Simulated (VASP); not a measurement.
Given:

```yaml
crystal:
  lattice:
    - [3.94842, 0.00000, 0.00000]
    - [0.00000, 3.94842, 0.00000]
    - [0.00000, 0.00000, 3.94842]
  atoms:
    - { symbol: Hf, position: [0.00000, 0.00000, 0.00000] }
    - { symbol: Pd, position: [0.50000, 0.50000, 0.00000] }
    - { symbol: Pd, position: [0.00000, 0.50000, 0.50000] }
    - { symbol: Pd, position: [0.50000, 0.00000, 0.50000] }
```

Level of theory: PBEsol GGA, VASP's PBE PAW potentials (set 64) (plane waves; VASP). Run with 400 eV cut-off, 9×9×9 Γ-centred mesh, tetrahedra with Blöchl corrections, potentials Hf_pv Pd.

The cores are frozen, which limits the accuracy of field gradients.

Problem. Give the principal components of the electric field gradient (V/Å²) and the asymmetry η at each nucleus.

Solution. 
| atom | Vxx | Vyy | Vzz | η |
|---|---|---|---|---|
| Hf1 | 0.0 | 0.0 | 0.0 | - |
| Pd2 | 26.9 | 26.9 | -53.8 | 0.00 |
| Pd3 | 26.9 | 26.9 | -53.8 | 0.00 |
| Pd4 | 26.9 | 26.9 | -53.8 | 0.00 |

The structure comes from a computed database's HfPd3 entry (Pm-3m); how it stands against other phases isn't given here. It was relaxed first.
